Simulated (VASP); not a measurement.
Crystal: Pb.

```xyz
1
Lattice="0.0000 2.4650 2.4650 2.4650 0.0000 2.4650 2.4650 2.4650 0.0000" Properties=species:S:1:pos:R:3 pbc="T T T"
Pb    0.0000    0.0000    0.0000
```

The cell was built by a generator and needn't be a form met in nature.

```yaml
Program: VASP 6.6.1
Task: relaxation of cell and atoms
Functional: PBE
Potentials_or_basis: VASP PAW PBE potentials, release 64 (Pb_d)
Cutoff: 600 eV
k_mesh: 14 × 14 × 14
Occupations: methfessel-paxton, width 0.1 eV
Spin: no spin polarisation
```

At the start: pressure 3.1 GPa; volume 29.96 Å³/atom.

Question: How do energy, volume and symmetry change on relaxing?

Answer: Over 3 steps the energy falls by 18.3 meV/atom and the volume is 31.99 Å³/atom (+6.8 %); space group Fm-3m (No. 225, to 0.05 Å).

Step by step:
| step | energy change (eV) | largest force (eV/Å) | pressure (GPa) | volume (Å³) |
| --- | --- | --- | --- | --- |
| 1 | 0.0000 | 0.0000 | 3.06 | 29.96 |
| 2 | -0.0174 | 0.0000 | -0.62 | 32.51 |
| 3 | -0.0183 | 0.0000 | 0.02 | 31.99 |

Final structure:
```
Pb
1.0
     0.00000    2.51959    2.51959
     2.51959    0.00000    2.51959
     2.51959    2.51959    0.00000
Pb
1
Direct
  0.00000 0.00000 0.00000
```
